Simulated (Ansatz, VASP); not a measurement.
## Two plane-wave programs on RbMg3

Contents of INCAR:

```
PREC = Accurate
ENCUT = 520
EDIFF = 1E-7
ISMEAR = -1
SIGMA = 0.05
LREAL = False
LASPH = True
NELM = 100
ALGO = Normal
ISIF = 2
LWAVE = False
LCHARG = False
GGA = PE
NBANDS = 16
```

KPOINTS

```
Automatic mesh
0
Gamma
  8 5 4
```

The input POSCAR:

```
RbMg3
1.0
    3.2644462176      0.0000000000      0.0000000000
    0.0000000000      5.1132651212      0.0000000000
    0.0000000000      0.0000000000      7.8083298519
Rb Mg
1 3
Direct
    0.0000000000      0.0000000000      0.1333790000
    0.0000000000      0.5000000000      0.7736860000
    0.5000000000      0.5000000000      0.4398730000
    0.5000000000      0.0000000000      0.6530620000
```

input.yaml

```yaml
crystal:
  lattice:
    - [3.2644462176, 0.0, 0.0]
    - [0.0, 5.1132651212, 0.0]
    - [0.0, 0.0, 7.8083298519]
  atoms:
    - { symbol: Rb, position: [0.0, 0.0, 0.133379] }
    - { symbol: Mg, position: [0.0, 0.5, 0.773686] }
    - { symbol: Mg, position: [0.5, 0.5, 0.439873] }
    - { symbol: Mg, position: [0.5, 0.0, 0.653062] }
hamiltonian:
  xc: pbe
  pseudopotentials: { kind: paw }
kpoints:
  mp_grid: { grid: [8, 5, 4] }
scf:
  occupations: { method: fermi_dirac, width: 0.05 }
output:
  forces: true
  stress: true
  eigenvalues: true
  write_density: true
  write_potential: true
  elf: true
  volumetric_format: npy
```

Change from the starting cell: volume scaled by 0.94.

Alike in both runs: task single point; functional PBE; k mesh 8 × 5 × 4; occupations fermi-dirac, width 0.05 eV; no spin polarisation.

|  | VASP | Ansatz |
| --- | --- | --- |
| version | VASP 6.6.1 | Ansatz 0.2.0 |
| potentials or method | VASP PAW PBE potentials, release 64 (Rb_sv, Mg) | Ansatz PAW |
| plane-wave cutoff (eV) | 520 | 420 |
| valence electrons in the cell | 15 | 39 |

```tsv
	VASP	Ansatz	Ansatz less VASP
gap on the k mesh at the Fermi level (eV)	none	none	-
pressure (GPa)	1.1	1.1	+0.04
largest component of the traceless stress (GPa)	0.71	0.71	-0.002
rms of the force components (eV/Å)	0.005	0.006	+0.0008
```

Atom by atom the forces differ by 0.003 eV/Å (rms over components). A gap of «none» marks a metal or a gap that the smearing closes. The functional is the same, so the differences come from potentials, cutoffs and numerics. The two sets of potentials don't hold the same shells in valence.
